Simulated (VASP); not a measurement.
All values below come from PBEsol GGA, VASP's PBE PAW potentials (set 64) (plane waves; VASP 6.6.1).

VASP ran on this input.

### KPOINTS
```
Automatic mesh
0
Gamma
14 14 14
0 0 0
```

### INCAR
```
# general
SYSTEM   =  HfC
PREC     =  Accurate
ENCUT    =  620
LREAL    =  F
LASPH    =  T

# electronic loop
EDIFF    =  1E-6
NELM     =  100
ALGO     =  Normal
LMAXMIX  =  6

# smearing
ISMEAR   =  1
SIGMA    =  0.1

# functional
GGA      =  PS

# ions
IBRION   =  2
NSW      =  40
ISIF     =  3
EDIFFG   =  -0.02
PSTRESS  =  300

# output
LWAVE    =  F
LCHARG   =  F
```

### POSCAR
```
HfC
1
    0.0000000000     2.2503278728     2.2503278728
    2.2503278728     0.0000000000     2.2503278728
    2.2503278728     2.2503278728     0.0000000000
Hf C
1 1
Direct
  0.0000000000   0.0000000000   0.0000000000
  0.5000000000   0.5000000000   0.5000000000
```

POTCAR, in this order: Hf_pv C (PBE.64 set). Program: vasp_std.

The run wrote:

**OUTCAR**
```
 ion  position               nearest neighbor table
   1  0.000  0.000  0.000-   2 2.25   2 2.25   2 2.25   2 2.25   2 2.25   2 2.25
   2  0.500  0.500  0.500-   1 2.25   1 2.25   1 2.25   1 2.25   1 2.25   1 2.25
  LATTYP: Found a face centered cubic cell.
 ALAT       =     4.5006557456
 Subroutine PRICEL returns:
 Original cell was already a primitive cell.
 Subroutine GETGRP returns: Found 48 space group operations
The static configuration has the point symmetry O_h .
The dynamic configuration has the point symmetry O_h .
 Subroutine INISYM returns: Found 48 space group operations
 Subroutine IBZKPT returns following result:
 Found    104 irreducible k-points:

 Following reciprocal coordinates:
            Coordinates               Weight
  0.000000  0.000000  0.000000      1.000000
  0.071429  0.000000  0.000000      8.000000
  0.142857  0.000000  0.000000      8.000000
  0.214286  0.000000  0.000000      8.000000
  0.285714  0.000000  0.000000      8.000000
  0.357143  0.000000  0.000000      8.000000
  0.428571  0.000000  0.000000      8.000000
  0.500000  0.000000  0.000000      4.000000
  0.071429  0.071429  0.000000      6.000000
...
```

OSZICAR:
```
       N       E                     dE             d eps       ncg     rms          rms(c)
DAV:   1     0.288649377040E+02    0.28865E+02   -0.88033E+03  2288   0.142E+03
DAV:   2    -0.230187862642E+02   -0.51884E+02   -0.48583E+02  2985   0.239E+02
DAV:   3    -0.249046683521E+02   -0.18859E+01   -0.18666E+01  2904   0.343E+01
DAV:   4    -0.249203336034E+02   -0.15665E-01   -0.15653E-01  2688   0.334E+00
DAV:   5    -0.249205085463E+02   -0.17494E-03   -0.17493E-03  2985   0.296E-01    0.693E+01
DAV:   6    -0.221651507812E+02    0.27554E+01   -0.16581E+01  2512   0.220E+01    0.475E+01
DAV:   7    -0.221121308151E+02    0.53020E-01   -0.46211E-01  2597   0.558E+00    0.237E+01
DAV:   8    -0.221031979233E+02    0.89329E-02   -0.25091E-02  2569   0.161E+00    0.367E+00
DAV:   9    -0.221006916138E+02    0.25063E-02   -0.13115E-02  2561   0.694E-01    0.175E+00
DAV:  10    -0.221004733356E+02    0.21828E-03   -0.91634E-04  2634   0.254E-01    0.645E-02
DAV:  11    -0.221004721209E+02    0.12147E-05   -0.53063E-05  2695   0.658E-02    0.533E-02
DAV:  12    -0.221004701612E+02    0.19597E-05   -0.31124E-06  2396   0.167E-02    0.273E-02
DAV:  13    -0.221004700317E+02    0.12949E-06   -0.16524E-07  1267   0.431E-03
   1 F= -.17832925E+02 E0= -.17832872E+02  d E =-.178329E+02
       N       E                     dE             d eps       ncg     rms          rms(c)
DAV:   1    -0.219673917324E+02    0.13308E+00   -0.12620E+01  2288   0.363E+01    0.139E+01
DAV:   2    -0.216611405781E+02    0.30625E+00   -0.39505E-01  2318   0.681E+00    0.752E+00
DAV:   3    -0.215412384821E+02    0.11990E+00   -0.35300E-01  2348   0.583E+00    0.426E+00
DAV:   4    -0.215424410974E+02   -0.12026E-02   -0.57276E-03  2725   0.809E-01    0.554E+00
DAV:   5    -0.215408223056E+02    0.16188E-02   -0.27049E-03  2721   0.389E-01    0.244E-01
DAV:   6    -0.215407704350E+02    0.51871E-04   -0.16222E-04  2582   0.106E-01    0.152E-01
DAV:   7    -0.215407784081E+02   -0.79730E-05   -0.87194E-06  2607   0.287E-02    0.183E-01
DAV:   8    -0.215407671863E+02    0.11222E-04   -0.76125E-05  2518   0.657E-02    0.173E-02
DAV:   9    -0.215407673638E+02   -0.17750E-06   -0.20313E-06  1831   0.162E-02
   2 F= -.17698287E+02 E0= -.17698249E+02  d E =0.134638E+00
       N       E                     dE             d eps       ncg     rms          rms(c)
DAV:   1    -0.222274716198E+02   -0.68670E+00   -0.66639E+00  2288   0.264E+01    0.103E+01
DAV:   2    -0.220682681624E+02    0.15920E+00   -0.22700E-01  2300   0.507E+00    0.561E+00
DAV:   3    -0.220046064710E+02    0.63662E-01   -0.19524E-01  2321   0.417E+00    0.309E+00
DAV:   4    -0.220051011888E+02   -0.49472E-03   -0.31140E-03  2749   0.597E-01    0.396E+00
DAV:   5    -0.220043396871E+02    0.76150E-03   -0.12429E-03  2725   0.286E-01    0.445E-01
DAV:   6    -0.220042732032E+02    0.66484E-04   -0.14763E-04  2670   0.890E-02    0.149E-01
DAV:   7    -0.220042810606E+02   -0.78574E-05   -0.65145E-06  2586   0.235E-02    0.160E-01
DAV:   8    -0.220042603057E+02    0.20755E-04   -0.79164E-05  2530   0.606E-02    0.196E-02
DAV:   9    -0.220042602437E+02    0.62003E-07   -0.18900E-06  1834   0.154E-02
   3 F= -.17853443E+02 E0= -.17853388E+02  d E =-.205172E-01
       N       E                     dE             d eps       ncg     rms          rms(c)
DAV:   1    -0.220010926079E+02    0.31677E-02   -0.68352E-04  2300   0.264E-01    0.990E-02
DAV:   2    -0.220010757220E+02    0.16886E-04   -0.22642E-05  2312   0.503E-02    0.536E-02
DAV:   3    -0.220010694166E+02    0.63054E-05   -0.20137E-05  2336   0.426E-02    0.307E-02
DAV:   4    -0.220010693714E+02    0.45239E-07   -0.29622E-07  1240   0.603E-03
   4 F= -.17853460E+02 E0= -.17853405E+02  d E =-.205350E-01
```

**OUTCAR**
```
------------------------ aborting loop because EDIFF is reached ----------------------------------------
  FORCE on cell =-STRESS in cart. coord.  units (eV):
  Direction    XX          YY          ZZ          XY          YZ          ZX
  --------------------------------------------------------------------------------------
  Total        4.1462286      4.1462286      4.1462286      0.0000000      0.0000000      0.0000000
  in kB      299.9001568    299.9001568    299.9001568      0.0000000      0.0000000      0.0000000
  external PRESSURE =      -0.0998432 kB  Pullay stress =     300.0000000 kB
  volume of cell :       22.15
      direct lattice vectors                 reciprocal lattice vectors
     0.000000000  2.229046072  2.229046072    -0.224311200  0.224311200  0.224311200
     2.229046072  0.000000000  2.229046072     0.224311200 -0.224311200  0.224311200
     2.229046072  2.229046072 -0.000000000     0.224311200  0.224311200 -0.224311200
 POSITION                                       TOTAL-FORCE (eV/Angst)
 -----------------------------------------------------------------------------------
      2.22905      4.45809      2.22905         0.000000      0.000000      0.000000
      2.22905      2.22905      2.22905         0.000000     -0.000000     -0.000000
 -----------------------------------------------------------------------------------
    total drift:                                0.000000      0.000000      0.000000
  FREE ENERGIE OF THE ION-ELECTRON SYSTEM (eV)
  ---------------------------------------------------
  free  energy   TOTEN  =       -22.0010693714 eV

  energy  without entropy=      -22.0009044378  energy(sigma->0) =      -22.00101439
  enthalpy is  TOTEN    =       -17.8534604243 eV   P V=        4.1476089471

 reached required accuracy - stopping structural energy minimisation
```
(Selected blocks of OUTCAR.)

**CONTCAR**
```
HfC
   1.00000000000000
     0.0000000000000000    2.2290460715474745    2.2290460715474745
     2.2290460715474745    0.0000000000000000    2.2290460715474745
     2.2290460715474745    2.2290460715474745   -0.0000000000000000
  Hf              C
     1     1
Direct
     1.0000000000000000    0.0000000000000000    1.0000000000000000
     0.5000000000000000    0.5000000000000000    0.5000000000000000
```

OUTCAR:
```
 val. band max:        6.8098427486   @ k =   0.4286   0.4286   0.0000

 cond. band min:       6.8822755772   @ k =   0.4286   0.3571   0.0000


 Fermi energy:         6.8364561604

 k-point     1 :       0.0000    0.0000    0.0000
  band No.  band energies     occupation
      1     -22.0707      2.00000
      2     -22.0707      2.00000
      3     -22.0707      2.00000
      4      -6.1095      2.00000
      5       7.9152     -0.00000
      6       7.9152     -0.00000
      7       7.9152     -0.00000
      8       8.1735     -0.00000
      9       8.1735     -0.00000
     10       8.1735     -0.00000
     11      10.5706      0.00000

 k-point     2 :       0.0714    0.0000    0.0000
  band No.  band energies     occupation
      1     -22.1306      2.00000
      2     -22.0759      2.00000
      3     -22.0759      2.00000
      4      -5.9498      2.00000
      5       6.8883      0.23986
      6       7.1793     -0.00001
      7       7.1793     -0.00001
      8       8.4904     -0.00000
      9       8.4904     -0.00000
     10       8.8830      0.00000
     11      11.3019      0.00000

 k-point     3 :       0.1429    0.0000    0.0000
  band No.  band energies     occupation
      1     -22.2948      2.00000
      2     -22.0904      2.00000
      3     -22.0904      2.00000
      4      -5.4922      2.00000
      5       5.5699      2.00000
      6       6.1327      2.00000
      7       6.1327      2.00000
      8       8.9694      0.00000
      9       8.9694      0.00000
     10       9.4128      0.00000
     11      12.7878      0.00000

 k-point     4 :       0.2143    0.0000    0.0000
  band No.  band energies     occupation
      1     -22.5228      2.00000
      2     -22.1113      2.00000
      3     -22.1113      2.00000
      4      -4.7933      2.00000
      5       4.2182      2.00000
      6       5.1733      2.00000
      7       5.1733      2.00000
      8       9.6793      0.00000
      9       9.6793      0.00000
...
```

Energy and stress use the plane-wave basis of the starting cell. Unless said otherwise, spin-orbit coupling is left out, though it shifts the bands of the heavy elements here.

The compound is HfC in the rock salt structure. This run relaxes it under an external pressure of 30 GPa. Symmetry was kept, so distortions that lower it aren't found.
